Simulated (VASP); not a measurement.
Here is the system:

```yaml
crystal:
  lattice:
    - [-2.42986, 2.42986, 6.01786]
    - [2.42986, -2.42986, 6.01786]
    - [2.42986, 2.42986, -6.01786]
  atoms:
    - { symbol: Sr, position: [0.00000, 0.00000, 0.00000] }
    - { symbol: In, position: [0.25000, 0.75000, 0.50000] }
    - { symbol: In, position: [0.75000, 0.25000, 0.50000] }
    - { symbol: In, position: [0.38549, 0.38549, 0.00000] }
    - { symbol: In, position: [0.61451, 0.61451, 0.00000] }
```

The numbers are results of PBEsol GGA, VASP's PBE PAW potentials (set 64) (plane waves; VASP), not measurements. Run with 400 eV cut-off, 10×10×10 Γ-centred mesh, tetrahedra with Blöchl corrections, potentials Sr_sv In_d.

The cores are frozen, which limits the accuracy of field gradients.

Problem. Give the principal components of the electric field gradient (V/Å²) and the asymmetry η at each nucleus.

Solution. 
```csv
atom,Vxx,Vyy,Vzz,η
Sr1,-6.1,-6.1,12.2,0.00
In2,36.2,36.2,-72.4,0.00
In3,36.2,36.2,-72.4,0.00
In4,20.4,20.4,-40.9,0.00
In5,20.4,20.4,-40.9,0.00
```

The structure comes from a computed database's SrIn4 entry (I4/mmm); how it stands against other phases isn't given here. It was relaxed first.
